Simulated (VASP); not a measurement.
A run of VASP 6.6.1 is set up as follows.

Contents of INCAR:

```
SYSTEM = Sn2Ge
PREC = Accurate
ENCUT = 520
EDIFF = 1E-6
ISMEAR = 0
SIGMA = 0.1
LREAL = .FALSE.
LASPH = .TRUE.
NELM = 120
ALGO = Normal
ISIF = 3
LWAVE = .FALSE.
LCHARG = .FALSE.
GGA = PE
IBRION = 2
NSW = 90
EDIFFG = -0.01
KPAR = 4
```

File KPOINTS:

```
regular mesh
0
G
  8 8 8
  0 0 0
```

File POSCAR:

```
Sn2Ge
1.0
   -2.8320000000      2.8320000000      4.7190000000
    2.8320000000     -2.8320000000      4.7190000000
    2.8320000000      2.8320000000     -4.7190000000
Sn Ge
4 2
Direct
    0.4370364500      0.9370364500      0.5000000000
    0.0629635500      0.5629635500      0.5000000000
    0.6870364500      0.6870364500      0.0000000000
    0.3129635500      0.3129635500      0.0000000000
    0.0000000000      0.0000000000      0.0000000000
    0.7500000000      0.2500000000      0.5000000000
```

Potentials or basis: VASP PAW PBE potentials, release 64 (Sn_d, Ge_d).

The run is started by

```bash
$ cat potpaw_PBE.64/Sn_d/POTCAR potpaw_PBE.64/Ge_d/POTCAR > POTCAR
$ mpirun -np 4 vasp_std > vasp.out
```

(1) Estimate the relaxed volume.

(2) What does it give for the relaxed cell?

(3) Predict the band gap on the k mesh.

(4) What does it give for the space group after relaxing (to 0.05 Å)?

Results:

(1) 25.26 Å³/atom.

(2) a = 6.211 Å, b = 6.211 Å, c = 6.211 Å, α = 125.96°, β = 125.96°, γ = 79.95°.

(3) none (metal or under the smearing width).

(4) I4_1/amd (No. 141).
